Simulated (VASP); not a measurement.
These are r2SCAN+rVV10, VASP's PBE PAW potentials (set 64) (plane waves; VASP) values and carry that method's errors.

A VASP calculation is set up with these files.

KPOINTS:
```
Automatic mesh
0
Gamma
8 8 8
0 0 0
```

**POSCAR**
```
MgSe
1.0
  0.0000000000   2.7300000000   2.7300000000
  2.7300000000   0.0000000000   2.7300000000
  2.7300000000   2.7300000000   0.0000000000
Mg Se
1 1
direct
  0.0000000000   0.0000000000   0.0000000000
  0.5000000000   0.5000000000   0.5000000000
```

### INCAR
```
# general
SYSTEM  =MgSe
PREC    =Accurate
ENCUT   =520   # plane-wave cut-off (eV)
LREAL   =.FALSE.   # projection in real space or not
LASPH   =.TRUE.

# electronic loop
EDIFF   =1E-6   # SCF stop (eV)
NELM    =100   # most electronic steps
ALGO    =Normal   # blocked Davidson
LMAXMIX =4   # l cut-off of mixed one-centre charges
LMIXTAU =.TRUE.

# smearing
ISMEAR  =0
SIGMA   =0.05   # width (eV)

# functional
METAGGA =R2SCAN
LUSE_VDW=.TRUE.
BPARAM  =11.95
CPARAM  =0.0093

# ions
IBRION  =2
NSW     =60   # most ionic steps
ISIF    =3   # ions, shape and volume
EDIFFG  =-0.01   # ionic stop

# output
LWAVE   =.FALSE.
LCHARG  =.FALSE.
```

POTCAR, in this order: Mg Se (PBE.64 set). Program: vasp_std.

### Question
What will the output report for the number of irreducible k-points (NKPTS), largest plane-wave count, number of space-group operations, FFT grid (NGX, NGY, NGZ)?

### Answer

- number of irreducible k-points (NKPTS) = 29
- largest plane-wave count = 1108
- number of space-group operations = 48
- FFT grid (NGX, NGY, NGZ) = 30 × 30 × 30

The compound is MgSe in the rock salt structure. This run relaxes it. Symmetry was kept, so distortions that lower it aren't found.
